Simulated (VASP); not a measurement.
# A point defect in LaSb, part 3 of 5

Wanted: what a point defect costs in LaSb and how the lattice relaxes round it. The start is a cell from a database of measured crystal structures.

VASP 6.6.1, plane waves and PAW; the level of theory is named at each step.

Still holding for the runs below: The k-mesh is coarse for a metal.

So far. Step 2 (Relaxing the host crystal): The run ended after 3 ionic steps, 0.002 eV below its first step, once forces and stress met EDIFFG = -0.02. Step 3 (The perfect supercell): The host is treated as a metal, as its relaxation found a gap under 0.3 eV or none, and only the neutral defect is run.

## 4. Reference Sb

This step: PBEsol; plane waves and PAW (Sb) (VASP 6.6.1).

System of this step: Sb. The structure is trigonal, space group R-3m (No. 166). Conventional cell: a = 4.345 Å, b = 4.345 Å, c = 11.243 Å, α = 90.00°, β = 90.00°, γ = 120.00°. Nearest to Sb lie 3 Sb at 2.92 Å.

The reference for Sb is its crystal, relaxed at the cutoff of the large cell.

INCAR reads:

```
SYSTEM = Sb
PREC = Normal
ENCUT = 300
EDIFF = 1E-05
NELM = 120
ISMEAR = 0
SIGMA = 0.1
LREAL = Auto
ALGO = Fast
GGA = PS
NBANDS = 11
LORBIT = 11
LWAVE = .FALSE.
LCHARG = .FALSE.
LASPH = .TRUE.
IBRION = 2
NSW = 25
ISIF = 3
EDIFFG = -0.02
POTIM = 0.4
```

POSCAR reads:

```
Sb
1.0
    3.9521431270     -2.1727090702      0.0000000000
    3.9521431270      2.1727090702      0.0000000000
    2.7576862078      0.0000000000      3.5686505544
Sb
2
Direct
    0.7670000000      0.7670000000      0.7670000000
    0.2330000000      0.2330000000      0.2330000000
```

KPOINTS reads:

```
Automatic mesh
0
Gamma
8 8 8
0 0 0
```

Potentials, in the order of the species: Sb (PBE family, release 64).

On the command line:

```sh
> export OMP_NUM_THREADS=5
> mpirun -np 1 vasp_std
```

What it wrote:

```text
[banner, memory and clock lines left out]
running    1 mpi-ranks, on    1 nodes
 distrk:  each k-point on    1 cores,    1 groups
 distr:  one band on    1 cores,    1 groups
 Offloading initialized ...    1 GPUs detected
 POSCAR found type information on POSCAR Sb
 POSCAR found :  1 types and       2 ions
|                                                                             |
|               ----> ADVICE to this user running VASP <----                  |
|                                                                             |
|     You have a (more or less) 'small supercell' and for smaller cells       |
|     it is recommended to use the reciprocal-space projection scheme!        |
|     The real-space optimization is not efficient for small cells and it     |
|     is also less accurate ...                                               |
|     Therefore, set LREAL=.FALSE. in the INCAR file.                         |
|                                                                             |

 [... a notice as in an earlier step ...]

 LDA part: xc-table for (Slater+PW92), standard interpolation
 POSCAR, INCAR and KPOINTS ok, starting setup
 FFT: planning ... GRIDC
 FFT: planning ... GRID_SOFT
 FFT: planning ... GRID
 WAVECAR not read
 entering main loop
       N       E                     dE             d eps       ncg     rms          rms(c)
DAV:   1     0.221630267754E+02    0.22163E+02   -0.26664E+03  1430   0.457E+02
DAV:   2    -0.789164942821E+01   -0.30055E+02   -0.28983E+02  1938   0.928E+01
DAV:   3    -0.912232072336E+01   -0.12307E+01   -0.12245E+01  1718   0.206E+01
DAV:   4    -0.913189629255E+01   -0.95756E-02   -0.95749E-02  1592   0.226E+00
DAV:   5    -0.913200160796E+01   -0.10532E-03   -0.10532E-03  1649   0.243E-01    0.286E+00
RMM:   6    -0.912219976314E+01    0.98018E-02   -0.15893E-03  1430   0.277E-01    0.172E+00
RMM:   7    -0.911607606422E+01    0.61237E-02   -0.54478E-03  1430   0.510E-01    0.551E-02
RMM:   8    -0.911615850463E+01   -0.82440E-04   -0.53576E-04  1431   0.196E-01    0.198E-02
RMM:   9    -0.911617754905E+01   -0.19044E-04   -0.11258E-04  1419   0.883E-02    0.734E-03
RMM:  10    -0.911617882218E+01   -0.12731E-05   -0.20089E-05  1009   0.380E-02
   1 F= -.91161788E+01 E0= -.91155356E+01  d E =-.911618E+01
 curvature:   0.00 expect dE= 0.000E+00 dE for cont linesearch  0.000E+00
 trial: gam= 0.00000 g(F)=  0.220E-02 g(S)=  0.274E-02 ort = 0.000E+00 (trialstep = 0.100E+01)
 search vector abs. value=  0.494E-02
 bond charge predicted
       N       E                     dE             d eps       ncg     rms          rms(c)
DAV:   1    -0.912178907482E+01   -0.56115E-02   -0.10007E-01  1553   0.149E+00    0.194E-01
RMM:   2    -0.912024474906E+01    0.15443E-02   -0.19995E-03  1430   0.307E-01    0.119E-01
RMM:   3    -0.911941571456E+01    0.82903E-03   -0.14516E-03  1430   0.202E-01    0.176E-02
RMM:   4    -0.911942300287E+01   -0.72883E-05   -0.98813E-05  1430   0.731E-02
   2 F= -.91194230E+01 E0= -.91186921E+01  d E =-.324418E-02
[...]
3 F= -.91198213E+01 E0= -.91190531E+01  d E =-.364245E-02
[...]
4 F= -.91215198E+01 E0= -.91206916E+01  d E =-.169851E-02
[...]
5 F= -.91216122E+01 E0= -.91207717E+01  d E =-.179090E-02
[...]
6 F= -.91216145E+01 E0= -.91207719E+01  d E =-.179324E-02
[...]
7 F= -.91216142E+01 E0= -.91207703E+01  d E =-.179290E-02
 curvature:  -1.13 expect dE=-0.125E-03 dE for cont linesearch -0.327E-06
 ZBRENT: bracketing found
 ZBRENT: accuracy reached
 trial: gam= 0.10427 g(F)=  0.424E-05 g(S)=  0.107E-03 ort =-0.306E-04 (trialstep = 0.116E+01)
 search vector abs. value=  0.140E-03
 bond charge predicted
       N       E                     dE             d eps       ncg     rms          rms(c)
DAV:   1    -0.912173521530E+01   -0.12108E-03   -0.29712E-03  1594   0.276E-01    0.258E-02
RMM:   2    -0.912171596753E+01    0.19248E-04   -0.89953E-05  1427   0.658E-02    0.161E-02
RMM:   3    -0.912170421440E+01    0.11753E-04   -0.23604E-05  1255   0.286E-02    0.240E-03
RMM:   4    -0.912170442999E+01   -0.21559E-06   -0.21276E-06   760   0.114E-02
   8 F= -.91217044E+01 E0= -.91208707E+01  d E =-.902573E-04
 trial-energy change:   -0.000090  1 .order   -0.000090   -0.000125   -0.000054
 step:   2.0300(harm=  2.0300)  dis= 0.00097  next Energy=    -9.121724 (dE=-0.110E-03)
 reached required accuracy - stopping structural energy minimisation
```

It took 93 s on 1 × NVIDIA H100 80GB HBM3, 81559 MiB with 1 MPI rank of AMD EPYC 7R13 (Zen 3), card shared with another run, shared host; peak memory 1.7 GiB.

OUTCAR, selected parts (step 4):

```text
  LATTYP: Found a trigonal (rhomboedric) cell.
 ALAT       =     4.5100000000
 COS(alpha) =     0.5358267950

 Subroutine GETGRP returns: Found 12 space group operations
 (whereof 12 operations were pure point group operations)

The static configuration has the point symmetry D_3d.

 Found     65 irreducible k-points:

   k-points           NKPTS =     65   k-points in BZ     NKDIM =     65   number of bands    NBANDS=     11

   dimension x,y,z NGX =    20 NGY =   20 NGZ =   20
   dimension x,y,z NGXF=    40 NGYF=   40 NGZF=   40

   ENCUT  =  300.0 eV  22.05 Ry    4.70 a.u.   6.37  6.37  6.37*2*pi/ulx,y,z

   NELECT =      10.0000    total number of electrons

 E-fermi :   7.1753

 k-point     1 :       0.0000    0.0000    0.0000
  band No.  band energies     occupation
      1      -5.5637      2.00000
      2       2.3612      2.00000
      3       5.1807      2.00000
      4       5.3291      2.00000
      5       5.3291      2.00000
      6       9.3463      0.00000
      7       9.8976      0.00000
      8       9.8976      0.00000
      9      12.1137      0.00000
     10      12.1137      0.00000
    ...

 k-point     2 :       0.1250    0.0000    0.0000
  band No.  band energies     occupation
      1      -5.3919      2.00000
      2       1.6144      2.00000
      3       5.2083      2.00000
      4       5.3039      2.00000
      5       5.6594      2.00000
      6       9.1582      0.00000
      7       9.4418      0.00000
      8       9.4553      0.00000
      9      11.6428      0.00000
     10      12.1248      0.00000
    ...

  Total       -0.0263793      0.0110627      0.0068681      0.0000000      0.0000000     -0.0125322
  in kB       -0.7012755      0.2940934      0.1825826      0.0000000      0.0000000     -0.3331582
  external PRESSURE =      -0.0748665 kB  Pullay stress =       0.0000000 kB

  energy-cutoff  :      300.00
  volume of cell :       60.27
      direct lattice vectors                 reciprocal lattice vectors
     3.914729978 -2.165598684 -0.008193459     0.127517853 -0.230883037 -0.097887726
     3.914729978  2.165598684 -0.008193459     0.127517853  0.230883037 -0.097887726
     2.724182027  0.000000000  3.548778364     0.000588829 -0.000000000  0.281335102

 POSITION                                       TOTAL-FORCE (eV/Angst)
 -----------------------------------------------------------------------------------
      8.07488      0.00000      2.70273         0.005573      0.000000      0.001865
      2.47877      0.00000      0.82966        -0.005573      0.000000     -0.001865
 -----------------------------------------------------------------------------------
    total drift:                               -0.000000      0.000000      0.000000

  FREE ENERGIE OF THE ION-ELECTRON SYSTEM (eV)
  ---------------------------------------------------
  free  energy   TOTEN  =        -9.1217044300 eV

  energy  without entropy=       -9.1200370304  energy(sigma->0) =       -9.12087073

 total charge
# of ion       s       p       d       tot
------------------------------------------
    1        1.216   1.142   0.035   2.394
    2        1.216   1.142   0.035   2.394
--------------------------------------------------
tot          2.433   2.284   0.071   4.788

[... 1 part as in an earlier step ...]

[... 7 further parts left out ...]
```

CONTCAR:

```
Sb
    1.000000000000000
     3.9147299775898783   -2.1655986835269285   -0.0081934594377859
     3.9147299775898783    2.1655986835269285   -0.0081934594377859
     2.7241820265422043    0.0000000000000000    3.5487783636994568
  Sb
     2
Direct
     0.7651269927541331    0.7651269927541331    0.7651269927541331
     0.2348730072458668    0.2348730072458668    0.2348730072458668
```

The run keeps the 12 symmetry operations of its start, so it cannot find a distortion of lower symmetry.

Relaxation path:

```
step  energy less that of the first step (eV)  largest force (eV/Å)  pressure (GPa)  volume (Å³)
   1                                   0.0000                0.1687           -0.56        61.29
   2                                  -0.0032                0.1478            0.09        60.52
   3                                  -0.0036                0.1269            0.33        60.17
   4                                  -0.0053                0.0273            0.06        60.30
   5                                  -0.0054                0.0020           -0.02        60.33
   6                                  -0.0054                0.0048           -0.04        60.33
   7                                  -0.0054                0.0074           -0.05        60.34
   8                                  -0.0055                0.0059           -0.01        60.27
```

```
conventional cell, symmetrised  before   after  change
                         a (Å)   4.345   4.331  -0.3 %
                         b (Å)   4.345   4.331  -0.3 %
                         c (Å)  11.243  11.129  -1.0 %
              volume (Å³/atom)   30.64   30.13  -1.7 %
```

The atoms that moved most (Å, as changes of fractional coordinates times the final cell):

```
atom      dx     dy      dz  length
 Sb1  -0.020  0.000  -0.007   0.021
 Sb2   0.020  0.000   0.007   0.021
```

Final coordinates:

```
Sb
1.0
     3.91473   -2.16560   -0.00819
     3.91473    2.16560   -0.00819
     2.72418    0.00000    3.54878
Sb
2
Direct
  0.76513 0.76513 0.76513
  0.23487 0.23487 0.23487
```

Numbers from this step:

```
electronic cycles       : 32
electrons               : 10
free energy (TOTEN)     : -9.122 eV
energy at zero smearing : -9.121 eV
Fermi energy            : 7.175 eV
```

The run ended after 8 ionic steps, 0.006 eV below its first step, once forces and stress met EDIFFG = -0.02.

Energy at zero smearing: -9.12087 eV.

(Part 3 of 5 ends here.)

[Lines on the potential files, build, host, timing and source positions are cut from VASP's logs without a mark.]

[Logs are printed without paths, hosts, clocks, repeated set-up lines and the standing remarks that a program may print on its own settings, such as how far it seeks lower states.]

[Hosts, paths, dates, database ids (printed as entryN), source tags and the programs' standing remarks are cut or masked in the printed files.]

[In band tables of VASP the shares of atoms and orbitals are scaled to a sum of 1 inside the atoms' spheres.]

[Runs that stopped without an error message from VASP are left out.]
